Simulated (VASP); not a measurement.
These are PBE GGA, VASP's PBE PAW potentials (set 64) (plane waves; VASP) values and carry that method's errors.

A VASP calculation is set up with these files.

INCAR:
```
SYSTEM = Ni3Fe
PREC = Accurate
ENCUT = 400
EDIFF = 1E-6
NELM = 100
ALGO = Normal
LREAL = .FALSE.
LASPH = .TRUE.
ISMEAR = 1
SIGMA = 0.1
GGA = PE
LMAXMIX = 4
ISPIN = 2
MAGMOM = 3.0 0.7 0.7 0.7
LORBIT = 10
LWAVE = .FALSE.
LCHARG = .FALSE.
ISIF = 2
```

KPOINTS:
```
kpoints
0
M
  4 4 4
```

POSCAR:
```
Ni3Fe
1
    3.5958910000     0.0000000000     0.0000000000
    0.0000000000     3.6495380000     0.0000000000
    0.0000000000     0.0000000000     3.5884310000
Fe Ni
1 3
Direct
  0.0000000000   0.0000000000   0.0000000000
  0.0000000000   0.5000000000   0.5000000000
  0.5000000000   0.0000000000   0.5000000000
  0.5249060000   0.5000000000   0.0000000000
```

POTCAR, in this order: Fe Ni (PBE.64 set). Program: vasp_std.

Output

OUTCAR:
```
 ion  position               nearest neighbor table
   1  0.000  0.000  0.000-   4 2.50   4 2.50   3 2.54   3 2.54   3 2.54   3 2.54   2 2.56   2 2.56
                             2 2.56   2 2.56   4 2.63   4 2.63
   2  0.000  0.500  0.500-   4 2.48   4 2.48   1 2.56   1 2.56   1 2.56   1 2.56   3 2.56   3 2.56
                             3 2.56   3 2.56   4 2.60   4 2.60
   3  0.500  0.000  0.500-   1 2.54   1 2.54   1 2.54   1 2.54   4 2.56   4 2.56   4 2.56   4 2.56
                             2 2.56   2 2.56   2 2.56   2 2.56
   4  0.525  0.500  0.000-   2 2.48   2 2.48   1 2.50   1 2.50   3 2.56   3 2.56   3 2.56   3 2.56
                             2 2.60   2 2.60   1 2.63   1 2.63
  LATTYP: Found a simple orthorhombic cell.
 ALAT       =     3.5884310000
 B/A-ratio  =     1.0020789030
 C/A-ratio  =     1.0170288909
 Subroutine PRICEL returns:
 Original cell was already a primitive cell.
 Subroutine GETGRP returns: Found  4 space group operations
The static configuration has the point symmetry C_2v.
The dynamic configuration has the point symmetry C_2v.
The overall configuration has the point symmetry C_2v.
 Subroutine INISYM returns: Found  4 space group operations
 Subroutine IBZKPT returns following result:
 Found      8 irreducible k-points:

 Following reciprocal coordinates:
            Coordinates               Weight
  0.125000  0.125000  0.125000      8.000000
  0.375000  0.125000  0.125000      8.000000
  0.125000  0.375000  0.125000      8.000000
  0.375000  0.375000  0.125000      8.000000
  0.125000  0.125000  0.375000      8.000000
  0.375000  0.125000  0.375000      8.000000
  0.125000  0.375000  0.375000      8.000000
  0.375000  0.375000  0.375000      8.000000
   k-points           NKPTS =      8   k-points in BZ     NKDIM =      8   number of bands    NBANDS=     26
   number of dos      NEDOS =    301   number of ions     NIONS =      4
   total plane-waves  NPLWV =  13824
   dimension x,y,z NGX =    24 NGY =   24 NGZ =   24
   dimension x,y,z NGXF=    48 NGYF=   48 NGZF=   48
   ions per type =               1   3
   PREC   = accura    normal or accurate (medium, high low for compatibility)
...
```

**OSZICAR**
```
       N       E                     dE             d eps       ncg     rms          rms(c)
DAV:   1     0.212541616774E+03    0.21254E+03   -0.14497E+04   880   0.168E+03
DAV:   2    -0.174684013754E+02   -0.23001E+03   -0.22110E+03   832   0.328E+02
DAV:   3    -0.289508830671E+02   -0.11482E+02   -0.10926E+02   868   0.101E+02
DAV:   4    -0.291156761324E+02   -0.16479E+00   -0.16461E+00   896   0.123E+01
DAV:   5    -0.291203402581E+02   -0.46641E-02   -0.46628E-02  1154   0.169E+00    0.196E+01
DAV:   6    -0.267577571803E+02    0.23626E+01   -0.40985E+01   894   0.102E+02    0.245E+01
DAV:   7    -0.298155143818E+02   -0.30578E+01   -0.27876E+01   944   0.125E+02    0.277E+01
DAV:   8    -0.248210789236E+02    0.49944E+01   -0.16896E+01  1024   0.555E+01    0.608E+00
DAV:   9    -0.250791651758E+02   -0.25809E+00   -0.10147E+00  1108   0.229E+01    0.549E+00
DAV:  10    -0.250069291097E+02    0.72236E-01   -0.42243E-01   952   0.235E+01    0.328E+00
DAV:  11    -0.249624706305E+02    0.44458E-01   -0.14148E-01  1218   0.115E+01    0.134E+00
DAV:  12    -0.249642039155E+02   -0.17333E-02   -0.38343E-02  1194   0.251E+00    0.102E+00
DAV:  13    -0.249660434955E+02   -0.18396E-02   -0.91251E-03   946   0.307E+00    0.847E-01
DAV:  14    -0.249650413531E+02    0.10021E-02   -0.52738E-03   994   0.242E+00    0.211E-01
DAV:  15    -0.249651852453E+02   -0.14389E-03   -0.19077E-03  1146   0.614E-01    0.915E-02
DAV:  16    -0.249652042704E+02   -0.19025E-04   -0.13403E-04  1042   0.206E-01    0.602E-02
DAV:  17    -0.249652032683E+02    0.10022E-05   -0.37202E-05  1162   0.133E-01    0.179E-02
DAV:  18    -0.249652024354E+02    0.83289E-06   -0.76565E-06   822   0.445E-02
   1 F= -.24965202E+02 E0= -.24963646E+02  d E =-.466899E-02  mag=     4.7499
```

OUTCAR:
```
------------------------ aborting loop because EDIFF is reached ----------------------------------------
  FORCE on cell =-STRESS in cart. coord.  units (eV):
  Direction    XX          YY          ZZ          XY          YZ          ZX
  --------------------------------------------------------------------------------------
  Total       -2.8283074     -3.3795138     -2.7558945      0.0000000      0.0000000      0.0000000
  in kB      -96.2250573   -114.9782767    -93.7614184      0.0000000      0.0000000      0.0000000
  external PRESSURE =    -101.6549174 kB  Pullay stress =       0.0000000 kB
  volume of cell :       47.09
      direct lattice vectors                 reciprocal lattice vectors
     3.595891000  0.000000000  0.000000000     0.278095193  0.000000000  0.000000000
     0.000000000  3.649538000  0.000000000     0.000000000  0.274007285  0.000000000
     0.000000000  0.000000000  3.588431000     0.000000000  0.000000000  0.278673325
 POSITION                                       TOTAL-FORCE (eV/Angst)
 -----------------------------------------------------------------------------------
      0.00000      0.00000      0.00000         0.212819      0.000000      0.000000
      0.00000      1.82477      1.79422         0.331794      0.000000      0.000000
      1.79795      0.00000      1.79422         0.051409      0.000000      0.000000
      1.88750      1.82477      0.00000        -0.596022      0.000000      0.000000
 -----------------------------------------------------------------------------------
    total drift:                               -0.000543     -0.000000      0.000017
  FREE ENERGIE OF THE ION-ELECTRON SYSTEM (eV)
  ---------------------------------------------------
  free  energy   TOTEN  =       -24.9652024354 eV

  energy  without entropy=      -24.9605334431  energy(sigma->0) =      -24.96364610

 total charge

# of ion       s       p       d       tot
------------------------------------------
    1        0.454   0.457   6.078   6.988
    2        0.481   0.461   8.303   9.245
    3        0.481   0.460   8.301   9.241
    4        0.482   0.461   8.303   9.247
--------------------------------------------------
tot          1.897   1.839  30.984  34.720

 magnetization (x)

# of ion       s       p       d       tot
------------------------------------------
    1        0.012  -0.005   2.929   2.935
    2       -0.016  -0.047   0.685   0.622
    3       -0.016  -0.046   0.695   0.633
    4       -0.016  -0.047   0.687   0.625
--------------------------------------------------
tot         -0.036  -0.145   4.996   4.815
```
(Selected blocks of OUTCAR.)

The compound is Ni3Fe in the L1_2 structure. The cell was not relaxed at this level, atoms are displaced from their ideal sites. The k-mesh is coarse (spacing up to 0.44 per Å, 2π included), so the numbers may not be converged in it. The run is one of a series of settings (KPOINTS 4×4×4 Monkhorst-Pack mesh against the base run), some of them coarse on purpose.
